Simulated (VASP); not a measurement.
A VASP calculation is set up with these files.

POSCAR:
```
LiBr
1.0
  0.0000000000   2.4907469986   2.4907469986
  2.4907469986   0.0000000000   2.4907469986
  2.4907469986   2.4907469986   0.0000000000
Li Br
1 1
direct
  0.0000000000   0.0000000000   0.0000000000
  0.5000000000   0.5000000000   0.5000000000
```

INCAR:
```
# general
SYSTEM  = LiBr
PREC    = Accurate
ENCUT   = 600
LREAL   = F
LASPH   = T

# electronic loop
EDIFF   = 1E-7
NELM    = 100
ALGO    = Normal
LMAXMIX = 4

# smearing
ISMEAR  = 0
SIGMA   = 0.05

# functional
GGA     = PE

# ions
IBRION  = 2
NSW     = 40
ISIF    = 3
EDIFFG  = -0.01
PSTRESS = 150

# output
LWAVE   = F
LCHARG  = F
```

File KPOINTS:
```
Regular mesh
0
Gamma
  8 8 8
```

POTCAR, in this order: Li_sv Br (PBE.64 set). Program: vasp_std.

Question: Translate this PBE calculation to Ansatz.

Answer: One equivalent input (not run):
Ansatz 0.2 input:
```yaml
crystal:
  lattice:
    - [0.0000000, 2.4907470, 2.4907470]
    - [2.4907470, 0.0000000, 2.4907470]
    - [2.4907470, 2.4907470, 0.0000000]
  atoms:
    - { symbol: Li, position: [0.0000000, 0.0000000, 0.0000000] }
    - { symbol: Br, position: [0.5000000, 0.5000000, 0.5000000] }
kpoints:
  mp_grid: { grid: [8, 8, 8] }
hamiltonian:
  xc: pbe
  pseudopotentials: { kind: paw }
scf:
  occupations: { method: gaussian, width: 0.05 }
  max_iter: 100
relax:
  max_steps: 40
  f_tol: 0.01
  cell: { p_target: 15 }
output: { forces: true, stress: true, eigenvalues: true }
```
What does not carry over: each code has its own PAW files, so the cut-off isn't converted (ENCUT is set for VASP's; basis.ecutwfc is left out, and Ansatz then takes the one that its files recommend); Ansatz stops its SCF on the density residual and VASP on the energy change (EDIFF).

The compound is LiBr in the rock salt structure. It was relaxed first under an external pressure of 15 GPa.
